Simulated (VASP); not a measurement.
Runs of VASP 6.6.1 on CdS. The structure is cubic, space group F-43m (No. 216). The conventional cell has a = 5.833 Å, b = 5.833 Å, c = 5.833 Å, α = 90.00°, β = 90.00°, γ = 90.00°. Cd (site symmetry -43m) is surrounded by 4 S at 2.53 Å. Around S (site symmetry -43m) lie 4 Cd at 2.53 Å. 

```csv
k mesh,cutoff (eV),mesh quality,gap on the mesh (eV),pressure (GPa)
10 × 10 × 10,520,not flagged,1.15,3.2
8 × 8 × 8,300,not flagged,1.14,-
8 × 8 × 8,400,not flagged,1.15,2.8
6 × 6 × 6,520,not flagged,1.15,3.2
4 × 4 × 4,520,coarse,1.14,3.4
8 × 8 × 8,450,not flagged,1.15,(a)
8 × 8 × 8,520,not flagged,1.15,3.2
```

Alike in all rows: task single point; level PBE; potentials or basis VASP PAW PBE potentials, release 64 (Cd, S); no spin polarisation; cell as given; smearing gaussian 0.02 eV.

Q: Estimate the missing entries.

A: (a) 3.1.

Caveats: some runs use coarse meshes; the cutoff is under 1.25 times the usual one of these potentials, so pressure, stress and relaxed cells hold a basis-set (Pulay) error (some runs).

A k mesh can miss the band edges, and the runs leave out spin-orbit coupling on Cd.
